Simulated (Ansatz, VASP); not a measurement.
**Hf (Hafnium) in two plane-wave programs**

One calculation is typed for both programs; each brings its own data sets. How far apart do they land? The structure shown comes from an earlier Ansatz run, which isn't shown and may have moved the atoms alone.

Calculated with Ansatz 0.2.0; plane waves, with VASP 6.6.1 beside it; elastic constants at LDA.

### Step 1. Starting point

Symmetry: P6_3/mmc, No. 194, hexagonal system. The conventional cell has a = 3.120 Å, b = 3.120 Å, c = 4.942 Å, α = 90.00°, β = 90.00°, γ = 120.00°. Nearest to Hf lie 12 Hf at 3.06 to 3.12 Å.

### Step 2. Ansatz: elastic constants, LDA

Ansatz runs on its default PAW (the set named soft_2) files.

Elastic constants are differences of stresses under small strains, so they test the stress and the mesh.

Input file input.yaml:

```yaml
crystal:
  lattice:
    - [3.1197094353, 0.0, 0.0]
    - [-1.5598547176, 2.7017476234, 0.0]
    - [0.0, 0.0, 4.9417274982]
  atoms:
    - { symbol: Hf, position: [0.3333333333, 0.6666666667, 0.25] }
    - { symbol: Hf, position: [0.6666666667, 0.3333333333, 0.75] }
kpoints:
  mp_grid: { grid: [15, 15, 8] }
hamiltonian:
  xc: lda
scf:
  occupations: { method: methfessel_paxton, width: 0.25 }
output:
  forces: true
  stress: true
  eigenvalues: true
elastic:
  mode: relaxed_ion
  stencil: two_point
  amplitude: 0.01
```

Run with:

```
ansatz run input.yaml --threads 4 --pin off --max-ram 16384MiB --backend cpu --events-out ev --progress --plain --runs-dir out
```

Numbers of over 12 decimals in the logs are rounded to 6 here.

Output:

```text
Engine: ansatz 0.2.0, aarch64-unknown-linux-gnu
Pseudopotentials: kind: paw
Pseudopotential: Hf, paw, valence charge 26, recommended cutoff 420 eV (normal), Hf.paw.azcp
Functional definition: SPW92
  exchange = slater_x
  correlation = pw_c
Crystal: 2 atoms, lattice volume = 41.652 Å³
Basis set: ecut = 420 eV, 809 PW (Γ)
Bands: 32, of which v1, the nominal top of the filled ones, is band 26 counted from 1 (25 counted from 0)
Symmetry: 24 space group operations
Space group: P63/mmc (ITA 194), of the structure as read, at distance tolerance 3.5e-5 Å
k-points: 135 of 1800
Non-local potential: Hf, projectors of the file, l = 0: 3, l = 1: 2, l = 2: 2, l = 3: 3
PAW form: soft (Blöchl's): semilocal exchange-correlation on the pseudo side does not see the compensation charge
PAW frozen core: Hf, regenerated for the run's functional, and the local potential with it (the file was generated under x = pbe(κ = 0.804, μ = 0.219515), c = pbe(β = 0.066725))
PAW one-centre angular grid: Hf, 590 points (default); XC on 64 Gauss nodes
Initial density: superposition of atomic densities (neutral atoms: chi_scale 0, normalization atom), corrected by the library's trained network
Initial wavefunctions: pseudopotential atomic-orbital guess
Functional: x = slater, c = lda
SCF iter   1: F=—  HF=-30953.714012 eV  |F-HF|=—  |Δ(HF+E_count)|=         —  Δρ=4.39e-3  dr2=2.31e-3  ethr=1.77e-3  ⟨swp⟩=4.0  Hψ=13922  notcnv=0
preconditioner: auto → Kerker (q_TF=auto, 2.831 Å⁻¹)  [metal: Δε(μ)=0.018 eV  Ē_g=17.622 eV  σ=0.250 eV  W_gap=0.06  n_scr=22 (ndim 8)  ℏωp=39.9 eV  f_vac=0.000  D(μ)=1.65/eV (n_scr^D=22)]
SCF iter   2: F=—  HF=-30953.713856 eV  |F-HF|=—  |Δ(HF+E_count)|=   1.56e-4  S|Δr|=    0.00e0  Δρ=2.57e-3  dr2=8.75e-4  ethr=4.44e-6  ⟨swp⟩=2.0  Hψ=8009  notcnv=0
SCF iter   3: F=—  HF=-30953.713973 eV  |F-HF|=—  |Δ(HF+E_count)|=   1.18e-4  S|Δr|=    0.00e0  Δρ=1.02e-3  dr2=2.03e-4  ethr=1.68e-6  ⟨swp⟩=2.0  Hψ=6186  notcnv=0  defer=2
SCF iter   4: F=—  HF=-30953.713960 eV  |F-HF|=—  |Δ(HF+E_count)|=   1.36e-5  S|Δr|=    0.00e0  Δρ=2.03e-4  dr2=1.48e-5  ethr=3.91e-7  ⟨swp⟩=2.0  Hψ=6685  notcnv=0
SCF iter   5: F=—  HF=-30953.713946 eV  |F-HF|=—  |Δ(HF+E_count)|=   1.32e-5  S|Δr|=    0.00e0  Δρ=2.88e-5  dr2=3.89e-7  ethr=2.84e-8  ⟨swp⟩=2.0  Hψ=7423  notcnv=0
SCF iter   6: F=—  HF=-30953.713948 eV  |F-HF|=—  |Δ(HF+E_count)|=   1.93e-6  S|Δr|=    0.00e0  Δρ=9.27e-6  dr2=2.42e-8  ethr=7.48e-10  ⟨swp⟩=2.1  Hψ=7952  notcnv=0
SCF iter   7: F=—  HF=-30953.713948 eV  |F-HF|=—  |Δ(HF+E_count)|=   9.70e-9  S|Δr|=    0.00e0  Δρ=1.69e-6  dr2=9.98e-10  ethr=4.65e-11  ⟨swp⟩=2.1  Hψ=7790  notcnv=0
SCF iter   8: F=—  HF=-30953.713948 eV  |F-HF|=—  |Δ(HF+E_count)|=  8.73e-10  S|Δr|=    0.00e0  Δρ=7.48e-7  dr2=2.40e-10  ethr=1.92e-12  ⟨swp⟩=2.1  Hψ=7720  notcnv=0
SCF iter   9: F=—  HF=-30953.713948 eV  |F-HF|=—  |Δ(HF+E_count)|=  1.89e-10  S|Δr|=    0.00e0  Δρ=1.10e-7  dr2=4.60e-12  ethr=4.61e-13 (applied; sched 1.00e-12)  ⟨swp⟩=2.0  Hψ=6724  notcnv=0
SCF iter  10: F=—  HF=-30953.713948 eV  |F-HF|=—  |Δ(HF+E_count)|=    0.00e0  S|Δr|=    0.00e0  Δρ=2.10e-8  dr2=1.16e-13  ethr=8.84e-15 (applied; sched 1.00e-12)  ⟨swp⟩=2.1  Hψ=7864  notcnv=0  defer=18
SCF iter  11: F=-30953.713948 eV  HF=-30953.713948 eV  |F-HF|=0.00e0  |Δ(HF+E_count)|=    0.00e0  S|Δr|=    0.00e0  Δρ=3.57e-9  dr2=2.79e-15  ethr=1.00e-12  ⟨swp⟩=5.1  Hψ=16780  notcnv=0
SCF 1 converged in 11 iterations: F = -30953.713948 eV  dr2 = 2.79e-15
  greatest PAW one-centre occupation: 0.998 electrons in one spin orbital (limit 2), on the Hf atom at site 1 (counted from 0), in its partial waves of l = 3
Crystal: 2 atoms, lattice volume = 41.236 Å³
Basis set: ecut = 420 eV, 801 PW (Γ)
Symmetry: 8 space group operations
k-points: 320 of 1800
Initial density: handed on by an earlier stage of this run
Initial wavefunctions: pseudopotential atomic-orbital guess (no wavefunctions were taken with the density)
iter 1 solved again at ethr=9.08e-4 eV; its pass at ethr=3.10e-3 eV (dr2=4.72e-1 eV) is discarded
SCF iter   1: F=—  HF=-30953.950727 eV  |F-HF|=—  |Δ(HF+E_count)|=         —  Δρ=4.68e-2  dr2=4.73e-1  ethr=9.08e-4  ⟨swp⟩=1.0  Hψ=45899  notcnv=0
preconditioner: auto → Kerker (q_TF=auto, 2.836 Å⁻¹)  [metal: Δε(μ)=0.023 eV  Ē_g=17.051 eV  σ=0.250 eV  W_gap=0.08  n_scr=22 (ndim 8)  ℏωp=40.1 eV  f_vac=0.000  D(μ)=1.54/eV (n_scr^D=10)]
SCF iter   2: F=—  HF=-30953.776300 eV  |F-HF|=—  |Δ(HF+E_count)|=   1.74e-1  S|Δr|=    0.00e0  Δρ=2.18e-2  dr2=1.11e-1  ethr=9.08e-4  ⟨swp⟩=2.7  Hψ=18505  notcnv=0
SCF iter   3: F=—  HF=-30953.723536 eV  |F-HF|=—  |Δ(HF+E_count)|=   5.28e-2  S|Δr|=    0.00e0  Δρ=6.74e-3  dr2=1.56e-2  ethr=2.14e-4  ⟨swp⟩=2.0  Hψ=17721  notcnv=0
SCF iter   4: F=—  HF=-30953.709521 eV  |F-HF|=—  |Δ(HF+E_count)|=   1.40e-2  S|Δr|=    0.00e0  Δρ=1.88e-3  dr2=9.47e-4  ethr=3.00e-5  ⟨swp⟩=2.0  Hψ=18575  notcnv=0  defer=6
[...]
SCF iter  10: F=—  HF=-30953.713358 eV  |F-HF|=—  |Δ(HF+E_count)|=    0.00e0  S|Δr|=    0.00e0  Δρ=1.91e-8  dr2=1.01e-13  ethr=8.79e-15 (applied; sched 1.00e-12)  ⟨swp⟩=2.4  Hψ=28014  notcnv=0  defer=1
SCF iter  11: F=-30953.713358 eV  HF=-30953.713358 eV  |F-HF|=0.00e0  |Δ(HF+E_count)|=    0.00e0  S|Δr|=    0.00e0  Δρ=2.45e-9  dr2=1.75e-15  ethr=1.00e-12  ⟨swp⟩=4.8  Hψ=61751  notcnv=0
SCF 18 converged in 11 iterations: F = -30953.713358 eV  dr2 = 1.75e-15
relax step   1: F+E_penalty+E_count = -30953.71335787 eV  Δ(F+E_penalty+E_count) = +0.000e0 eV  max|allowed force component| = 2.973e-4 eV/Å  Δτ_max = 0.0000 Å  (11 SCF iters, accepted)
[...]
relax step   2: F+E_penalty+E_count = -30953.71335789 eV  Δ(F+E_penalty+E_count) = -1.905e-8 eV  max|allowed force component| = 1.569e-4 eV/Å  Δτ_max = 0.0001 Å  (6 SCF iters, accepted)
[...]
relax step   3: F+E_penalty+E_count = -30953.71335790 eV  Δ(F+E_penalty+E_count) = -7.418e-9 eV  max|allowed force component| = 1.188e-6 eV/Å  Δτ_max = 0.0000 Å  (6 SCF iters, accepted)
iter 1 solved again at ethr=1.00e-12 eV; its pass at ethr=3.10e-3 eV (dr2=3.20e-14 eV) is discarded
SCF iter   1: F=—  HF=-30953.713358 eV  |F-HF|=—  |Δ(HF+E_count)|=         —  Δρ=9.52e-9  dr2=2.71e-14  ethr=1.00e-12  ⟨swp⟩=2.3  Hψ=66836  notcnv=0
SCF iter   2: F=-30953.713358 eV  HF=-30953.713358 eV  |F-HF|=3.64e-12  |Δ(HF+E_count)|=  3.64e-12  S|Δr|=    0.00e0  Δρ=5.63e-9  dr2=1.16e-14  ethr=1.00e-12  ⟨swp⟩=5.3  Hψ=58851  notcnv=0
SCF 21 converged in 2 iterations: F = -30953.713358 eV  dr2 = 1.16e-14
SCF converged after 11 iterations
Stability not checked: this state was not tested for a lower state beside it, because cold or Methfessel-Paxton smearing, or corrected tetrahedra, fill the levels in a way that the test cannot read (fill_not_monotonic; see scf.lower_state_search)
Free energy (F): -30953.713948 eV
Harris-Foulkes:  -30953.713948 eV  (|F-HF|=0.00e0)
Internal energy: -30953.718475 eV  (E = F + TS)
E sigma→0 (E₀):  -30953.715080 eV
Entropy (-TS):   0.004527 eV (2.263 meV/atom)
Fermi energy:    21.189616 eV
--- Per-component energies (eV) ---
  E_band       = 144.101040
  E_kinetic    = 855.142490
  E_local      = -9788.016601  (includes V_loc(G=0)·N_el)
  E_nonlocal   = -2465.058997
  E_hartree    = 4626.604401
  E_xc         = -597.148498
  E_vxc        = -535.672887  (∫ρ·V_xc dr)
  E_paw        = -13373.128553  (= ΣΔE_a)
  E_vpaw       = 2824.498235  (= ΣTr[D̂ρ^β])
  E_aug_tail   = -0.000003  (compensation charges beyond the density's cutoff)
  E_ewald      = -10217.027198
  E_core_change = 4.914485  (= ΣΔE_core)
  E_smearing   = 0.004527  (= −TS)
  E_closure    = -0.000000  (closes the sum)
  Σ components = -30953.713948   (vs F -30953.713948, Δ=0.00e0)
--- Forces (eV/Å), atoms counted from 1 ---
  atom   1  Hf     0.00000000    -0.00000000     0.00000000
  atom   2  Hf    -0.00000000     0.00000000     0.00000000
  max |Σ_I F_I| component: 3.70e-17 eV/Å
--- Stress (GPa, compression-positive) ---
       -0.002672       0.000000       0.000000
        0.000000      -0.002672       0.000000
        0.000000       0.000000      -0.009147
  P = ⅓ Tr σ = -0.0048 GPa (-0.048 kbar)
--- Band table (eV; the first three rows and the last of 135) ---
  k-point 0: bands = [... 22 lower, 13.5894, 17.2246, 22.2030, 22.2917, 22.2917, 22.5839, 23.1813, 23.1813, ... 2 higher]
  k-point 1: bands = [... 22 lower, 13.7466, 17.1727, 21.9436, 22.2018, 22.2018, 22.4520, 23.0518, 23.0518, ... 2 higher]
  k-point 2: bands = [... 22 lower, 14.1987, 16.9524, 21.4480, 22.0730, 22.0730, 22.1020, 22.7485, 22.7485, ... 2 higher]
  k-point 134: bands = [... 22 lower, 19.2431, 19.2431, 19.6375, 19.6375, 21.0933, 21.0933, 23.7475, 23.7475, ... 2 higher]
--- Elastic constants: 3 strain directions × 2 members + reference (group order 24) ---
  dense FFT box of the reference and of every strained cell: 24×24×36
  strains applied: 11, 33, 23; error gains: componentwise 1.00 (the most a stress slope's error grows in a printed constant), spectral 1.41 (1 for all six strains in a standard setting)
  C = ∂σ_k/∂η_j (tension-positive GPa; Voigt order 11 22 33 23 13 12):
       191.370     81.412     81.087      0.000      0.000     -0.000
        81.412    191.370     81.087      0.000      0.000      0.000
        81.114     81.114    217.234      0.000      0.000     -0.000
         0.000      0.000      0.000     45.357      0.000      0.000
         0.000      0.000      0.000      0.000     45.357      0.000
         0.000     -0.000      0.000      0.000      0.000     54.979
  reference stress σ⁰ (GPa):      0.003      0.003      0.009     -0.000     -0.000     -0.000
  C* (energy form; C + prestress term) asymmetry max|C*_kj − C*_jk| = 3.353e-2 GPa — a small one proves nothing (zero by symmetry where the batch's group is 432, −43m or m−3m); a large one is finite-difference/SCF noise where every solve meets its electron count
  moduli (Voigt/Reuss/Hill, GPa): K = 120.80/120.42/120.61   G = 52.90/51.98/52.44   E = 137.40   ν = 0.310
  mechanically stable: yes (min eigenvalue of sym C = 45.36 GPa)
  the stresses are not corrected for the forces that the relaxations left standing (`elastic.f_tol`)
  strain η (Voigt 11):  stress-route row diagonal C_11 = 191.37 GPa, energy-path curvature d²(F+E_count+ΔE)/dδ²/Ω₀ = 191.57 GPa
         δ    σ_11 (GPa)             F (eV)   n_scf  n_hpsi   n_pw
    -1.000e-2      -1.9594      -30953.7114215       2   89019    821   relax 5 steps, max|allowed force component| 3.13e-8 eV/Å
     1.000e-2       1.8679      -30953.7114931       2   90837    838   relax 3 steps, max|allowed force component| 7.32e-6 eV/Å
  strain η (Voigt 33):  stress-route row diagonal C_33 = 217.23 GPa, energy-path curvature d²(F+E_count+ΔE)/dδ²/Ω₀ = 217.18 GPa
         δ    σ_33 (GPa)             F (eV)   n_scf  n_hpsi   n_pw
    -1.000e-2      -2.2372      -30953.7110855      10   98865    817   relax 0 steps, max|allowed force component| 1.85e-16 eV/Å
     1.000e-2       2.1075      -30953.7111658       8   97599    833   relax 0 steps, max|allowed force component| 1.02e-16 eV/Å
  strain η (Voigt 23):  stress-route row diagonal C_44 = 45.36 GPa, energy-path curvature d²(F+E_count+ΔE)/dδ²/Ω₀ = 45.37 GPa
         δ    σ_23 (GPa)             F (eV)   n_scf  n_hpsi   n_pw
    -1.000e-2      -0.4536      -30953.7133579       2  136867    826   relax 3 steps, max|allowed force component| 1.19e-6 eV/Å
     1.000e-2       0.4536      -30953.7133579       2  136361    826   relax 3 steps, max|allowed force component| 1.19e-6 eV/Å
```

The column dr2 measures how far the density is from self-consistency, as an energy; F and HF (Harris–Foulkes) agree once it is small.

(Continued in part 2 of 2.)

[Lines on the potential files, build, host, timing and source positions are cut from VASP's logs without a mark.]

[Logs are printed without paths, hosts, clocks, repeated set-up lines and the standing remarks that a program may print on its own settings, such as how far it seeks lower states.]

[Hosts, paths, dates, database ids (printed as entryN), source tags and the programs' standing remarks are cut or masked in the printed files.]
